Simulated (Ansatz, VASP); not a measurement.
This is a calculation of SrMg6Si for VASP 6.6.1.

File INCAR:

```
ALGO = Normal
EDIFF = 1E-7
ENCUT = 520
GGA = PE
ISIF = 2
ISMEAR = -1
LASPH = True
LCHARG = False
LREAL = False
LWAVE = False
NBANDS = 23
NELM = 80
PREC = Accurate
SIGMA = 0.05
```

File KPOINTS:

```
k-points
0
Gamma
  6 5 5
```

The input POSCAR:

```
SrMg6Si
1.0
    4.9090180000      0.0000000000      0.0000000000
    0.0000000000      3.0255640000      6.7609190000
    0.0000000000     -3.0255640000      6.7609190000
Sr Si Mg
1 1 6
Direct
    0.5000000000      0.6976320000      0.6976320000
    0.5000000000      0.1152540000      0.1152540000
    0.0000000000      0.8627890000      0.8627890000
    0.0000000000      0.2997230000      0.2997230000
    0.0000000000      0.3209160000      0.8300400000
    0.0000000000      0.8300400000      0.3209160000
    0.5000000000      0.1921360000      0.6815040000
    0.5000000000      0.6815040000      0.1921360000
```

Potentials or basis: VASP PAW PBE potentials, release 64 (Sr_sv, Si, Mg).

The run is started by

```sh
$ cat potpaw_PBE.64/Sr_sv/POTCAR potpaw_PBE.64/Si/POTCAR potpaw_PBE.64/Mg/POTCAR > POTCAR
$ mpirun -np 1 vasp_std > vasp.out
```

**Question.** Translate it to Ansatz 0.2.0. Potentials there: Ansatz PAW.

**Answer.** As run (the cutoff follows the program's own potentials):

input.yaml

```yaml
crystal:
  lattice:
    - [4.909018, 0.0, 0.0]
    - [0.0, 3.025564, 6.760919]
    - [0.0, -3.025564, 6.760919]
  atoms:
    - { symbol: Sr, position: [0.5, 0.697632, 0.697632] }
    - { symbol: Si, position: [0.5, 0.115254, 0.115254] }
    - { symbol: Mg, position: [0.0, 0.862789, 0.862789] }
    - { symbol: Mg, position: [0.0, 0.299723, 0.299723] }
    - { symbol: Mg, position: [0.0, 0.320916, 0.83004] }
    - { symbol: Mg, position: [0.0, 0.83004, 0.320916] }
    - { symbol: Mg, position: [0.5, 0.192136, 0.681504] }
    - { symbol: Mg, position: [0.5, 0.681504, 0.192136] }
hamiltonian:
  xc: pbe
  pseudopotentials: { kind: paw }
kpoints:
  mp_grid: { grid: [6, 5, 5] }
scf:
  occupations: { method: fermi_dirac, width: 0.05 }
output:
  forces: true
  stress: true
  eigenvalues: true
```

Potentials or basis: Ansatz PAW.

The run is started by

```bash
$ ansatz run input.yaml --threads 4 --pin off --max-ram 10240MiB --backend cpu --events-out ev --progress --plain --runs-dir out
```

Both were run:

|  | VASP | Ansatz | Ansatz less VASP |
| --- | --- | --- | --- |
| gap on the k mesh at the Fermi level (eV) | none | none | - |
| pressure (GPa) | 0.1 | 0.1 | +0.06 |
| largest component of the traceless stress (GPa) | 0.16 | 0.15 | -0.006 |
| rms of the force components (eV/Å) | 0.026 | 0.025 | -0.0009 |

Atom by atom the forces differ by 0.003 eV/Å (rms over components). A gap of «none» marks a metal or a gap that the smearing closes. With one functional, cell and mesh, what is left measures potentials, basis and numerics. The two sets of potentials don't hold the same shells in valence.
